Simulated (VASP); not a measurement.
Data:

```xyz
5
Lattice="4.0294 0.0000 0.0000 0.0000 4.0294 0.0000 0.0000 0.0000 4.0294" Properties=species:S:1:pos:R:3 pbc="T T T"
K      0.0000     0.0000     0.0000
Ta     2.0147     2.0147     2.0147
O      2.0147     0.0000     2.0147
O      0.0000     2.0147     2.0147
O      2.0147     2.0147     0.0000
```

The numbers are results of PW91 GGA, VASP's PBE PAW potentials (set 64) (plane waves; VASP), not measurements. Numerical set-up: 520 eV cut-off, 5×5×5 Γ-centred mesh, Gaussian smearing of 0.050 eV, potentials K_sv Ta_pv O.

Question: Estimate the energy per atom (σ→0).

Answer: 
energy per atom (σ→0): -8.255 eV/atom

Total energies compare only between runs with the same potentials, cut-off and functional.

The compound is KTaO3 in the cubic perovskite structure. It was relaxed first. The start is the result of an earlier pass.
